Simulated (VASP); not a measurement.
Here is the system:

```
FeNi3
1.0
    3.58763     0.00000     0.00000
    0.00000     3.58763     0.00000
    0.00000     0.00000     3.58763
Fe Ni
1 3
Direct
  0.00000   0.00000   0.00000
  0.00000   0.50000   0.50000
  0.50000   0.00000   0.50000
  0.50000   0.50000   0.00000
```
Starting moments (μB, in the order of the record's atoms Fe Ni Ni Ni): 3.0 0.5 0.5 0.5.

Level of theory: PBE GGA, VASP's PBE PAW potentials (set 64) (plane waves; VASP). Settings: 300 eV cut-off, 7×7×7 Γ-centred mesh, Fermi-Dirac smearing of 0.050 eV, potentials Fe Ni.

At this cut-off the stress carries a Pulay error, which pulls relaxed volumes low. Energy and stress use the plane-wave basis of the starting cell.

Q: The ions, cell shape and volume are relaxed. Give the cell that the relaxation ends in.

A: 
```
FeNi3
1.0
    3.54463     0.00000     0.00000
    0.00000     3.54463     0.00000
    0.00000     0.00000     3.54463
Fe Ni
1 3
Direct
  0.00000   0.00000   0.00000
  0.00000   0.50000   0.50000
  0.50000   0.00000   0.50000
  0.50000   0.50000   0.00000
```
Space group Pm-3m (221), at a tolerance of 0.03 Å. The cell ends with 4.90 μB, on the sites 2.92 0.67 0.67 0.67 μB.

Q: How do energy and volume change from the first to the last step?

A: The energy (σ→0) changes by -8.5 meV/atom and the volume by -3.6 %, in 3 ionic steps.

The structure is a typed Ni3Fe crystal (Pm-3m). This run relaxes it. Symmetry was kept, so distortions that lower it aren't found. The run is one of a series of settings (EDIFFG = -0.01, IBRION = 2, ISIF = 3, NSW = 50 against the base run), some of them coarse on purpose.
